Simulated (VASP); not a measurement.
The cell holds one Pd (fcc) (111) slab, with vacuum along c, ions free to move until forces fall under 0.03 eV/Å, no reconstruction beyond this cell, dipole correction on.

Consider the following.

```xyz
5
Lattice="2.7396 0.0000 0.0000 -1.3698 2.3726 0.0000 0.0000 0.0000 26.1243" Properties=species:S:1:pos:R:3 pbc="T T T"
Pd     1.3698     0.7909     8.5880
Pd     0.0000     1.5817    10.8304
Pd     2.7396     0.0000    13.0622
Pd     1.3698     0.7909    15.2939
Pd     0.0000     1.5817    17.5363
```

All values below come from PBEsol GGA, VASP's PBE PAW potentials (set 64) (plane waves; VASP). Numerical set-up: 400 eV cut-off, 12×12×1 Γ-centred mesh, first-order Methfessel-Paxton smearing of 0.10 eV, potentials Pd.

Slab and bulk use different k-meshes, so the surface energy is good to a few per cent at best.

Q: Predict its surface energy, work function, band gap (on the k-mesh).

A: 
| Item | Value |
|---|---|
| surface energy | 1.71 J/m² |
| work function | 5.39 eV |
| band gap (on the k-mesh) | none (metal, semimetal or under 0.01 eV) |

Measured: work function 5.67 eV (computed value off by -0.28 eV), as given by Abhirup Patra et al., Proceedings of the National Academy of Sciences (2017), arXiv:1702.08515.

The cell is a thin slab with vacuum, built from Pd (fcc): (111) face.
